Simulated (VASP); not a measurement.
Energy against volume of TiO₂ (anatase). Method: PW91 GGA, VASP's PBE PAW potentials (set 64) (plane waves; VASP). Run with 520 eV cut-off, 8×8×8 Γ-centred mesh, Gaussian smearing of 0.050 eV, potentials Ti_sv O.

Shape and ions are relaxed at each volume.

| V (Å³/atom) | E (eV/atom) |
|---|---|
| 11.339 | -9.01695 |
| 11.689 | -9.02315 |
| 12.040 | -9.01797 |
| 12.391 | -9.00264 |

Task: Fit these four points and predict the energy of the run at 10.988 Å³/atom.

Result: A cubic in V^(−2/3), the third-order Birch-Murnaghan form, passes through the four points with V0 = 11.70 Å³/atom and B0 = 173 GPa, and gives -8.9979 eV/atom there. The run gave -8.9982 eV/atom, -0.3 meV/atom from the fit; all five points give B0 = 172 GPa.

The compound is TiO2 in the anatase structure, one of several forms; rutile is the usual stable one. It was relaxed first.
